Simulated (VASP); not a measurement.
An input for Ansatz (written as the equivalent of a VASP run, and not itself run):

Ansatz 0.2 input:
```yaml
crystal:
  lattice:
    - [3.6952488, -2.1345330, 0.0037271]
    - [3.6952488, 2.1345330, 0.0037271]
    - [-0.0051655, 0.0000000, 7.1204410]
  atoms:
    - { symbol: Zn, position: [0.3333350, 0.3333350, 0.0171076] }
    - { symbol: Cd, position: [0.6666683, 0.6666683, 0.4755134] }
    - { symbol: Te, position: [0.3333256, 0.3333256, 0.6472973] }
    - { symbol: Se, position: [0.6666711, 0.6666711, 0.1080916] }
kpoints:
  mp_grid: { grid: [8, 8, 4] }
hamiltonian:
  xc: pbesol
  pseudopotentials: { kind: paw }
scf:
  occupations: { method: methfessel_paxton, width: 0.1 }
  max_iter: 100
relax:
  max_steps: 60
  f_tol: 0.02
  cell: {}
output: { forces: true, stress: true, eigenvalues: true }
```

Task: Write the VASP files for the same calculation (PBEsol).

Result: Several could match; the one computed here: 
KPOINTS:
```
Regular mesh
0
G
 8 8 4
```

POSCAR:
```
ZnCdTeSe
1
    3.6952487627    -2.1345330403     0.0037271475
    3.6952487627     2.1345330403     0.0037271475
   -0.0051654864     0.0000000000     7.1204410076
Zn Cd Te Se
1 1 1 1
Direct
  0.3333350098   0.3333350098   0.0171076153
  0.6666682904   0.6666682904   0.4755134284
  0.3333255787   0.3333255787   0.6472973361
  0.6666711211   0.6666711211   0.1080916202
```

INCAR:
```
SYSTEM = ZnCdTeSe
PREC = Accurate
ENCUT = 400
EDIFF = 1E-6
NELM = 100
ALGO = Normal
LREAL = .FALSE.
LASPH = .TRUE.
ISMEAR = 1
SIGMA = 0.1
GGA = PS
LMAXMIX = 4
LWAVE = .FALSE.
LCHARG = .FALSE.
IBRION = 2
ISIF = 3
NSW = 60
EDIFFG = -0.02
```

POTCAR, in this order: Zn Cd Te Se (PBE.64 set). Program: vasp_std.

What does not carry over: each code has its own PAW files, so the cut-off isn't converted (ENCUT is set for VASP's; basis.ecutwfc is left out, and Ansatz then takes the one that its files recommend); Ansatz stops its SCF on the density residual and VASP on the energy change (EDIFF).

The structure comes from a computed database's ZnCdTeSe entry (Cm); how it stands against other phases isn't given here. This run relaxes it. It ends in space group P3m1. Symmetry was kept, so distortions that lower it aren't found. The start is the result of an earlier pass.
